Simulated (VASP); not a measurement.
An input for Ansatz (written as the equivalent of a VASP run, and not itself run):

Ansatz 0.2 input:
```yaml
crystal:
  lattice:
    - [0.0000000, 2.5850345, 2.5850345]
    - [2.5850345, 0.0000000, 2.5850345]
    - [2.5850345, 2.5850345, 0.0000000]
  atoms:
    - { symbol: Ba, position: [0.0000000, 0.0000000, 0.0000000] }
    - { symbol: O, position: [0.5000000, 0.5000000, 0.5000000] }
kpoints:
  mp_grid: { grid: [9, 9, 9] }
hamiltonian:
  xc: pbe
  pseudopotentials: { kind: paw }
scf:
  occupations: { method: gaussian, width: 0.05 }
  max_iter: 100
relax:
  max_steps: 40
  f_tol: 0.02
  cell: { p_target: 45 }
output: { forces: true, stress: true, eigenvalues: true }
```

Q: Write the VASP files for the same calculation (PBE).

A: This is not unique; one that fits is 
INCAR:
```
SYSTEM = BaO
PREC = Accurate
ENCUT = 620
EDIFF = 1E-6
NELM = 100
ALGO = Normal
LREAL = .FALSE.
LASPH = .TRUE.
ISMEAR = 0
SIGMA = 0.05
GGA = PE
LMAXMIX = 4
LWAVE = .FALSE.
LCHARG = .FALSE.
IBRION = 2
ISIF = 3
NSW = 40
EDIFFG = -0.02
PSTRESS = 450
```

### POSCAR
```
BaO
1
    0.0000000000     2.5850344962     2.5850344962
    2.5850344962     0.0000000000     2.5850344962
    2.5850344962     2.5850344962     0.0000000000
Ba O
1 1
Direct
  0.0000000000   0.0000000000   0.0000000000
  0.5000000000   0.5000000000   0.5000000000
```

**KPOINTS**
```
Automatic mesh
0
Gamma
 9 9 9
0 0 0
```

POTCAR, in this order: Ba_sv O (PBE.64 set). Program: vasp_std.

The two are equivalent in intent, not identical: each code has its own PAW files, so the cut-off isn't converted (ENCUT is set for VASP's; basis.ecutwfc is left out, and Ansatz then takes the one that its files recommend); Ansatz stops its SCF on the density residual and VASP on the energy change (EDIFF).

The compound is BaO in the rock salt structure. This run relaxes it under an external pressure of 45 GPa. Symmetry was kept, so distortions that lower it aren't found.
